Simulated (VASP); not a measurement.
A convergence study with VASP on NaH (rock salt): one setting is varied, all else stays as given below, so the limit is that of these other settings.

```
NaH
1.0
    0.00000     2.44000     2.44000
    2.44000     0.00000     2.44000
    2.44000     2.44000     0.00000
Na H
1 1
Direct
  0.00000   0.00000   0.00000
  0.50000   0.50000   0.50000
```

Method: PBE GGA, VASP's PBE PAW potentials (set 64) (plane waves; VASP). The tightest run used: 550 eV cut-off, 14×14×14 Monkhorst-Pack mesh, Gaussian smearing of 0.050 eV, potentials Na_pv H.

```json
[
 {"setting": "1×1×1 mesh", "E (eV/atom)": "-4.7611", "pressure (GPa)": "-18.22", "irreducible k-points": "1"},
 {"setting": "2×2×2 mesh", "E (eV/atom)": "-2.5466", "pressure (GPa)": "-0.71", "irreducible k-points": "2"},
 {"setting": "3×3×3 mesh", "E (eV/atom)": "-2.5503", "pressure (GPa)": "-0.72", "irreducible k-points": "4"}
]
```

These are the cheaper rows. Estimate the results at 14×14×14 mesh, and how far the last row shown lies from them.

```csv
quantity,tightest run,last row shown is off by
E (eV/atom),-2.5431,-0.0072
pressure (GPa),-0.65,-0.07
```

Left out are rungs that failed or repeat a setting and relaxations that didn't move; long series are thinned to 24 rows.

The compound is NaH in the rock salt structure. The cell was not relaxed at this level.
